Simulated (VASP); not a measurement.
```xyz
2
Lattice="0.0000 2.9602 2.9602 2.9602 0.0000 2.9602 2.9602 2.9602 0.0000" Properties=species:S:1:pos:R:3 pbc="T T T"
In     0.0000     0.0000     0.0000
P      1.4801     1.4801     1.4801
```

All values below come from optB86b-vdW, VASP's PBE PAW potentials (set 64) (plane waves; VASP). Run with 520 eV cut-off, 7×7×7 Γ-centred mesh, Gaussian smearing of 0.050 eV, potentials In_d P.

Unless said otherwise, spin-orbit coupling is left out, though it shifts the bands of the heavy elements here.

**Question.** Predict the energy per atom (σ→0), band gap (on the k-mesh) with the smallest direct gap where there is one.

**Answer.** 
```yaml
band gap (on the k-mesh): 0.46 eV
smallest direct gap (on the k-mesh): 0.46 eV
energy per atom (σ→0): -1.995 eV/atom
```

The absolute energy has meaning only against runs of the same code, potentials and settings.

The compound is InP in the zinc blende structure. It was relaxed first. The start is the result of an earlier pass.
